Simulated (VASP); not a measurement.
Runs of VASP 6.6.1 on W8S15 (a cell with a defect). The cell holds a defect, 23 atoms: a = 6.306 Å, b = 6.306 Å, c = 12.323 Å, α = 90.00°, β = 90.00°, γ = 120.00°. 

```csv
spin,fixed moment (μB),gap on the mesh (eV),moment (μB),largest force (eV/Å)
off,-,none,-,0.76
"collinear, ferromagnetic start",3,-,3.00,0.68
"collinear, ferromagnetic start",-,none,0.33,0.76
"collinear, ferromagnetic start",1,-,1.00,(a)
```

Alike in all rows: task single point; level PBEsol; potentials or basis VASP PAW PBE potentials, release 64 (W_sv, S); cell as given; k mesh 3 × 3 × 2; cutoff (eV) 350; smearing gaussian 0.03 eV; the mesh is coarse, so values aren't converged.

Problem. Fill in the values left out.

Solution. (a) 0.83.

Caveats: all runs use coarse meshes; the cell is charged against a uniform background, so pressure and absolute levels hang on convention; the PAW data sets were made with another functional, which shifts forces and pressure a little; the total moment is fixed, so each spin has its own Fermi level (some runs).

A k mesh can miss the band edges, and the runs leave out spin-orbit coupling on W.

A gap of «none» marks a metal or a gap under the smearing width.
